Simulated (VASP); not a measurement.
# AlB2Sb3 (Cmc2_1) in VASP: a series of runs

One crystal, AlB2Sb3, is run at these levels: PBE; tasks: equation of state.

Program: VASP 6.6.1. These are calculated values, not measurements. Logs are shortened: lines on timing, memory, paths and dates and some standing lists are left out, and cuts for length are marked.

## (1) Starting point

It takes space group Cmc2_1 (No. 36, orthorhombic). The conventional cell has a = 11.854 Å, b = 6.837 Å, c = 6.461 Å, α = 90.00°, β = 90.00°, γ = 90.00°. Al (site symmetry m) has 4 Sb at 2.66 to 2.67 Å as nearest neighbours. B (site symmetry 1) is surrounded by 4 Sb at 2.31 to 2.33 Å. Sb (site symmetry 1) has 3 B at 2.31 to 2.33 Å as nearest neighbours. Sb (site symmetry m) is surrounded by 2 B at 2.31 Å.

The cell was built by a generator and needn't be a form met in nature.

## (2) Equation of state, PBE, 21.82 Å³/atom

Input file INCAR:

```
PREC = Accurate
ENCUT = 520
EDIFF = 1E-6
ISMEAR = 0
SIGMA = 0.1
LREAL = F
LASPH = T
NELM = 100
ALGO = Normal
ISIF = 4
LWAVE = F
LCHARG = F
GGA = PE
IBRION = 2
NSW = 30
EDIFFG = -0.02
KPAR = 4
```

Input file KPOINTS:

```
Automatic mesh
0
Gamma
  6 6 6
```

Input file POSCAR:

```
AlB2Sb3
1.0
    5.9268200000     -3.4186700000      0.0000000000
    5.9268200000      3.4186700000      0.0000000000
    0.0000000000      0.0000000000      6.4607900000
Al B Sb
2 4 6
Direct
    0.8338540000      0.1661460000      0.9995020000
    0.1661460000      0.8338540000      0.4995020000
    0.5185940000      0.8268710000      0.9992550000
    0.1731290000      0.4814060000      0.9992550000
    0.4814060000      0.1731290000      0.4992550000
    0.8268710000      0.5185940000      0.4992550000
    0.4697150000      0.1589890000      0.8597360000
    0.8410110000      0.5302850000      0.8597360000
    0.2149290000      0.7850710000      0.9078050000
    0.5302850000      0.8410110000      0.3597360000
    0.1589890000      0.4697150000      0.3597360000
    0.7850710000      0.2149290000      0.4078050000
```

Potentials or basis: VASP PAW PBE potentials, release 64 (Al, B, Sb).

Run with:

```bash
$ cat potpaw_PBE.64/Al/POTCAR potpaw_PBE.64/B/POTCAR potpaw_PBE.64/Sb/POTCAR > POTCAR
$ mpirun -np 4 vasp_std > vasp.out
```

OUTCAR:

```text
PREC = Accurate
   ENCUT = 520
   EDIFF = 1E-6
   ISMEAR = 0
   LREAL = F
   LASPH = T
   NELM = 100
   ISIF = 4
   GGA = PE
   IBRION = 2
   NSW = 30
   EDIFFG = -0.02

 ion  position               nearest neighbor table
   1  0.834  0.166  1.000-  12 2.66   9 2.67   7 2.67   8 2.67
   2  0.166  0.834  0.500-   9 2.66  12 2.67  11 2.67  10 2.67
   3  0.519  0.827  0.999-   8 2.31   7 2.31   9 2.31  10 2.33
   4  0.173  0.481  0.999-   7 2.31   8 2.31   9 2.31  11 2.33
   5  0.481  0.173  0.499-  11 2.31  10 2.31  12 2.31   7 2.33
   6  0.827  0.519  0.499-  10 2.31  11 2.31  12 2.31   8 2.33
   7  0.470  0.159  0.860-   4 2.31   3 2.31   5 2.33   1 2.67   9 3.74   8 3.74   8 3.74   9 3.76
                            12 3.76
   8  0.841  0.530  0.860-   3 2.31   4 2.31   6 2.33   1 2.67   9 3.74   7 3.74   7 3.74   9 3.76
                            12 3.76
   9  0.215  0.785  0.908-   3 2.31   4 2.31   2 2.66   1 2.67   8 3.74   7 3.74   8 3.76   7 3.76
                            11 3.76  10 3.76
  10  0.530  0.841  0.360-   6 2.31   5 2.31   3 2.33   2 2.67  12 3.74  11 3.74  11 3.74  12 3.76
                             9 3.76
  11  0.159  0.470  0.360-   5 2.31   6 2.31   4 2.33   2 2.67  12 3.74  10 3.74  10 3.74  12 3.76
                             9 3.76
  12  0.785  0.215  0.408-   5 2.31   6 2.31   1 2.66   2 2.67  10 3.74  11 3.74  11 3.76  10 3.76
                             8 3.76   7 3.76

  LATTYP: Found a base centered orthorhombic cell.
 ALAT       =     6.8373400000
 B/A-ratio  =     1.7336625062
 C/A-ratio  =     0.9449274133

  Lattice vectors:

 A1 = (  -5.9268200000,  -3.4186700000,   0.0000000000)
 A2 = (   5.9268200000,  -3.4186700000,   0.0000000000)
 A3 = (   0.0000000000,   0.0000000000,   6.4607900000)

Analysis of symmetry for initial positions (statically):
=====================================================================
 Subroutine PRICEL returns:
 Original cell was already a primitive cell.

 Routine SETGRP: Setting up the symmetry group for a
 base centered orthorhombic supercell.

 Subroutine GETGRP returns: Found  4 space group operations
 (whereof  2 operations were pure point group operations)
 out of a pool of  8 trial point group operations.

The static configuration has the point symmetry C_1h.
 The point group associated with its full space group is C_2v.

Analysis of symmetry for dynamics (positions and initial velocities):
=====================================================================
 Subroutine PRICEL returns:
 Original cell was already a primitive cell.

 Routine SETGRP: Setting up the symmetry group for a
 base centered orthorhombic supercell.

 Subroutine GETGRP returns: Found  4 space group operations
 (whereof  2 operations were pure point group operations)
 out of a pool of  8 trial point group operations.

The dynamic configuration has the point symmetry C_1h.
 The point group associated with its full space group is C_2v.

 Subroutine INISYM returns: Found  4 space group operations
 (whereof  2 operations are pure point group operations),
 and found     1 'primitive' translations

----------------------------------------------------------------------------------------

                                     Primitive cell

  volume of cell :     261.8150

  direct lattice vectors                    reciprocal lattice vectors
     5.926820000 -3.418670000  0.000000000     0.084362272 -0.146255708  0.000000000
     5.926820000  3.418670000  0.000000000     0.084362272  0.146255708  0.000000000
     0.000000000  0.000000000  6.460790000     0.000000000  0.000000000  0.154779833

  length of vectors
     6.842112238  6.842112238  6.460790000     0.168842308  0.168842308  0.154779833

  position of ions in fractional coordinates (direct lattice)
     0.833854000  0.166146000  0.999502000
     0.166146000  0.833854000  0.499502000
     0.518594000  0.826871000  0.999255000
     0.173129000  0.481406000  0.999255000
     0.481406000  0.173129000  0.499255000
     0.826871000  0.518594000  0.499255000
     0.469715000  0.158989000  0.859736000
     0.841011000  0.530285000  0.859736000
     0.214929000  0.785071000  0.907805000
     0.530285000  0.841011000  0.359736000
     0.158989000  0.469715000  0.359736000
     0.785071000  0.214929000  0.407805000

  ion indices of the primitive-cell ions
[... 27 lines left out ...]
     0.000000000  0.000000000  0.025796639     0.000000000  0.000000000  0.166666667

  Length of vectors
     0.028140385  0.028140385  0.025796639

  Shift w.r.t. Gamma in fractional coordinates (k-lattice)
     0.000000000  0.000000000  0.000000000

 Subroutine IBZKPT returns following result:
 ===========================================

 Found     52 irreducible k-points:

 Following reciprocal coordinates:
            Coordinates               Weight
  0.000000  0.000000  0.000000      1.000000
  0.166667  0.000000  0.000000      4.000000
  0.333333  0.000000  0.000000      4.000000
  0.500000  0.000000  0.000000      2.000000
  0.166667  0.166667  0.000000      2.000000
  0.333333  0.166667  0.000000      4.000000
[... 16 lines left out ...]
  0.333333  0.333333  0.166667      4.000000
  0.500000  0.333333  0.166667      8.000000
 [... further k-points ...]
   k-points           NKPTS =     52   k-points in BZ     NKDIM =     52   number of bands    NBANDS=     31
   number of dos      NEDOS =    301   number of ions     NIONS =     12
   total plane-waves  NPLWV = 139968
   dimension x,y,z NGX =    54 NGY =   54 NGZ =   48
   dimension x,y,z NGXF=   108 NGYF=  108 NGZF=   96
   ions per type =               2   4   6
   NGX,Y,Z   is equivalent  to a cutoff of  13.12, 13.12, 12.35 a.u.
   NGXF,Y,Z  is equivalent  to a cutoff of  26.24, 26.24, 24.70 a.u.
 SYSTEM =  unknown system
   PREC   = accura    normal or accurate (medium, high low for compatibility)
   ISTART =      0    job   : 0-new  1-cont  2-samecut
   ICHARG =      2    charge: 1-file 2-atom 10-const
   ISPIN  =      1    spin polarized calculation?
   LNONCOLLINEAR =      F non collinear calculations
   LSORBIT =      F    spin-orbit coupling
   LASPH  =      T    aspherical Exc in radial PAW
   ENCUT  =  520.0 eV  38.22 Ry    6.18 a.u.  12.72 12.72 12.01*2*pi/ulx,y,z
   NELM   =    100;   NELMIN=  2; NELMDL= -5     # of ELM steps
   EDIFF  = 0.1E-05   stopping-criterion for ELM
   LREAL  =      F    real-space projection
   EDIFFG = -.2E-01   stopping-criterion for IOM
   NSW    =     30    number of steps for IOM
   IBRION =      2    ionic relax: 0-MD 1-quasi-New 2-CG
   NFREE  =      1    steps in history (QN), initial steepest desc. (CG)
   ISIF   =      4    stress and relaxation
   ISYM   =      2    0-nonsym 1-usesym 2-fastsym
   POTIM  = 0.5000    time-step for ionic-motion
   TEBEG  =    0.0;   TEEND  =   0.0 temperature during run
   PSTRESS=    0.0 pullay stress
   NELECT =      48.0000    total number of electrons
   NUPDOWN=      -1.0000    fix difference up-down
   EMIN   =  10.00;   EMAX   =-10.00  energy-range for DOS
   EFERMI =   0.00;   METHOD = LEGACY
   ISMEAR =     0;   SIGMA  =   0.10  broadening in eV -4-tet -1-fermi 0-gaus
   EFERMI_NEDOS =   21; number of points for ismear=-14 and -15
   IALGO  =     38    algorithm
   IMIX   =      4    mixing-type and parameters
     AMIX     =   0.40;   BMIX     =  1.00
     AMIX_MAG =   1.60;   BMIX_MAG =  1.00
  volume/ion in A,a.u.               =      21.82       147.23
  Fermi-wavevector in a.u.,A,eV,Ry     =   0.930016  1.757475 11.768083  0.864930
  Thomas-Fermi vector in A             =   2.056360
   LORBIT       =      0    0 simple, 1 ext, 2 COOP (PROOUT), +10 PAW based schemes
   GGA     = PE    functional components
   LHFCALC =     F    Hartree Fock is set to
   AEXX    =    0.0000 exact exchange contribution
   IVDW    =     0    specifies the selected vdW correction
   LEPSILON=     F    determine dielectric tensor
   LRPA    =     F    only Hartree local field effects (RPA)
 conjugate gradient relaxation of ions
 non-spin polarized calculation
 Gauss-broadening in eV      SIGMA  =   0.10
  energy-cutoff  :      520.00
  volume of cell :      261.82
 maximum number of plane-waves:      7091
 NGX is ok and might be reduce to    54
   NGX = 25   NGY = 25   NGZ = 25

 number of electron      47.9999999 magnetization

 Free energy of the ion-electron system (eV)
  ---------------------------------------------------
  ext. energy  EPLUGINS =         0.00000000
  ---------------------------------------------------
  free energy    TOTEN  =       -55.66398454 eV

  energy without entropy =      -55.66398446  energy(sigma->0) =      -55.66398450

 E-fermi :   6.8524     XC(G=0):  -9.4782

 val. band max:        6.5562054118   @ k =   0.0000   0.0000   0.0000
 cond. band min:       7.1506799824   @ k =   0.5000   0.5000   0.0000
 fundamental gap:      0.5944745705
 Fermi energy:         6.8523941552

 k-point     1 :       0.0000    0.0000    0.0000
  band No.  band energies     occupation
      1      -6.1790      2.00000
      2      -4.1348      2.00000
      3      -3.4996      2.00000
      4      -3.4381      2.00000
      5      -3.1463      2.00000
      6      -3.0494      2.00000
[... 805 lines left out ...]
     30       9.0032      0.00000
     31       9.5331      0.00000

 [... further k-points ...]

------------------------ aborting loop because EDIFF is reached ----------------------------------------

  FORCE on cell =-STRESS in cart. coord.  units (eV):
  Direction    XX          YY          ZZ          XY          YZ          ZX
  --------------------------------------------------------------------------------------
  -------------------------------------------------------------------------------------
  Total        0.0068873     -0.0126856      0.0337627      0.0000000      0.0000000      0.0000000
  in kB        0.0421471     -0.0776293      0.2066110      0.0000000      0.0000000      0.0000000
  external PRESSURE =       0.0570429 kB  Pullay stress =       0.0000000 kB

 VOLUME and BASIS-vectors are now :
 -----------------------------------------------------------------------------
  energy-cutoff  :      520.00
  volume of cell :      261.82
      direct lattice vectors                 reciprocal lattice vectors
     5.926820000 -3.418670000  0.000000000     0.084362272 -0.146255708  0.000000000
     5.926820000  3.418670000  0.000000000     0.084362272  0.146255708  0.000000000
     0.000000000  0.000000000  6.460790000     0.000000000  0.000000000  0.154779833

 POSITION                                       TOTAL-FORCE (eV/Angst)
 -----------------------------------------------------------------------------------
      5.92682     -2.28267      6.45757        -0.000000      0.001163      0.002830
      5.92682      2.28267      3.22718        -0.000000     -0.001163      0.002830
      7.97433      1.05390      6.45598         0.003111      0.000540     -0.001692
      3.87931      1.05390      6.45598        -0.003111      0.000540     -0.001692
      3.87931     -1.05390      3.22558        -0.003111     -0.000540     -0.001692
      7.97433     -1.05390      3.22558         0.003111     -0.000540     -0.001692
      3.72622     -1.06227      5.55457         0.000547     -0.000109      0.003096
      8.12742     -1.06227      5.55457        -0.000547     -0.000109      0.003096
      5.92682      1.94913      5.86514        -0.000000     -0.003171     -0.005638
      8.12742      1.06227      2.32418        -0.000547      0.000109      0.003096
      3.72622      1.06227      2.32418         0.000547      0.000109      0.003096
      5.92682     -1.94913      2.63474        -0.000000      0.003171     -0.005638
 -----------------------------------------------------------------------------------
    total drift:                                0.000000     -0.000000      0.003155

  FREE ENERGIE OF THE ION-ELECTRON SYSTEM (eV)
  ---------------------------------------------------
  free  energy   TOTEN  =       -55.6639845396 eV

  energy  without entropy=      -55.6639844570  energy(sigma->0) =      -55.66398450

 reached required accuracy - stopping structural energy minimisation
```

Run time: 94 s. Hardware: 4 MPI ranks of AMD EPYC 9R45 (Zen 5), shared host; peak memory 0.6 GiB.

Results:

```yaml
Free_energy: -55.6640 eV
Pressure: 0.0 GPa
Largest_force: 0.006 eV/Å
Band_gap_on_the_k_mesh: 0.59 eV, indirect (least direct gap 0.76 eV)
```

Caveat: spin-orbit coupling is left out, which moves the levels of the heavy elements.

## (3) Equation of state, PBE, 21.16 Å³/atom (volume scaled by 0.97)

INCAR is that of step 2.

KPOINTS is that of step 2.

POSCAR: that of step 2 with these lines changed.

```diff
@@ -2,5 +2,5 @@
 1.0
-    5.9268200000     -3.4186700000      0.0000000000
-    5.9268200000      3.4186700000      0.0000000000
-    0.0000000000      0.0000000000      6.4607900000
+    5.8669490380     -3.3841356187      0.0000000000
+    5.8669490380      3.3841356187      0.0000000000
+    0.0000000000      0.0000000000      6.3955250328
 Al B Sb
```

Potentials or basis: VASP PAW PBE potentials, release 64 (Al, B, Sb).

Run with:

```bash
$ cat potpaw_PBE.64/Al/POTCAR potpaw_PBE.64/B/POTCAR potpaw_PBE.64/Sb/POTCAR > POTCAR
$ mpirun -np 4 vasp_std > vasp.out
```

Run time: 2.2 min. Hardware: 4 MPI ranks of AMD EPYC 9R45 (Zen 5), shared host; peak memory 0.57 GiB.

The run converged. Its results:

| Item | Value |
| --- | --- |
| Free energy | -55.6033 eV |
| Pressure | 2.5 GPa |
| Largest force | 0.018 eV/Å |
| Band gap on the k mesh | 0.56 eV, indirect (least direct gap 0.84 eV) |

Caveat: spin-orbit coupling is left out, which moves the levels of the heavy elements.

## (4) Equation of state, PBE, 22.47 Å³/atom (volume scaled by 1.03)

INCAR is that of step 3.

KPOINTS is that of step 3.

POSCAR: that of step 3 with these lines changed.

```diff
@@ -2,5 +2,5 @@
 1.0
-    5.8669490380     -3.3841356187      0.0000000000
-    5.8669490380      3.3841356187      0.0000000000
-    0.0000000000      0.0000000000      6.3955250328
+    5.9855052027     -3.4525204193      0.0000000000
+    5.9855052027      3.4525204193      0.0000000000
+    0.0000000000      0.0000000000      6.5247623783
 Al B Sb
```

Run with:

```bash
$ cat potpaw_PBE.64/Al/POTCAR potpaw_PBE.64/B/POTCAR potpaw_PBE.64/Sb/POTCAR > POTCAR
$ mpirun -np 4 vasp_std > vasp.out
```

It took 2 min on 4 MPI ranks of AMD EPYC 9R45 (Zen 5), shared host; peak memory 0.63 GiB.

It converged, with:

| Item | Value |
| --- | --- |
| Free energy | -55.6111 eV |
| Pressure | -2.1 GPa |
| Largest force | 0.015 eV/Å |
| Band gap on the k mesh | 0.63 eV, indirect (least direct gap 0.69 eV) |

Caveat: spin-orbit coupling is left out, which moves the levels of the heavy elements.

## (5) Equation of state, PBE, 20.51 Å³/atom (volume scaled by 0.94)

INCAR is that of step 4.

KPOINTS is that of step 4.

POSCAR: that of step 4 with these lines changed.

```diff
@@ -2,5 +2,5 @@
 1.0
-    5.9855052027     -3.4525204193      0.0000000000
-    5.9855052027      3.4525204193      0.0000000000
-    0.0000000000      0.0000000000      6.5247623783
+    5.8058305409     -3.3488816423      0.0000000000
+    5.8058305409      3.3488816423      0.0000000000
+    0.0000000000      0.0000000000      6.3289001353
 Al B Sb
```

Run with:

```bash
$ cat potpaw_PBE.64/Al/POTCAR potpaw_PBE.64/B/POTCAR potpaw_PBE.64/Sb/POTCAR > POTCAR
$ mpirun -np 4 vasp_std > vasp.out
```

It took 7.3 min on 4 MPI ranks of AMD EPYC 9R45 (Zen 5), shared host; peak memory 0.57 GiB.

Results (log left out):

| Property | Result |
| --- | --- |
| Free energy | -55.4105 eV |
| Pressure | 5.4 GPa |
| Largest force | 0.013 eV/Å |
| Band gap on the k mesh | 0.51 eV, indirect (least direct gap 0.86 eV) |

Caveat: spin-orbit coupling is left out, which moves the levels of the heavy elements.

## (6) Equation of state, PBE, 23.13 Å³/atom (volume scaled by 1.06)

INCAR is that of step 5.

KPOINTS is that of step 5.

POSCAR: that of step 5 with these lines changed.

```diff
@@ -2,5 +2,5 @@
 1.0
-    5.8058305409     -3.3488816423      0.0000000000
-    5.8058305409      3.3488816423      0.0000000000
-    0.0000000000      0.0000000000      6.3289001353
+    6.0430616682     -3.4857197676      0.0000000000
+    6.0430616682      3.4857197676      0.0000000000
+    0.0000000000      0.0000000000      6.5875043270
 Al B Sb
```

Potentials or basis: VASP PAW PBE potentials, release 64 (Al, B, Sb).

Run with:

```bash
$ cat potpaw_PBE.64/Al/POTCAR potpaw_PBE.64/B/POTCAR potpaw_PBE.64/Sb/POTCAR > POTCAR
$ mpirun -np 4 vasp_std > vasp.out
```

Wall time 4.4 min (4 MPI ranks of AMD EPYC 9R45 (Zen 5), shared host); peak memory 0.64 GiB.

It converged, with:

| Item | Value |
| --- | --- |
| Free energy | -55.4625 eV |
| Pressure | -3.9 GPa |
| Largest force | 0.020 eV/Å |
| Band gap on the k mesh | 0.62 eV, direct |

Caveat: spin-orbit coupling is left out, which moves the levels of the heavy elements.
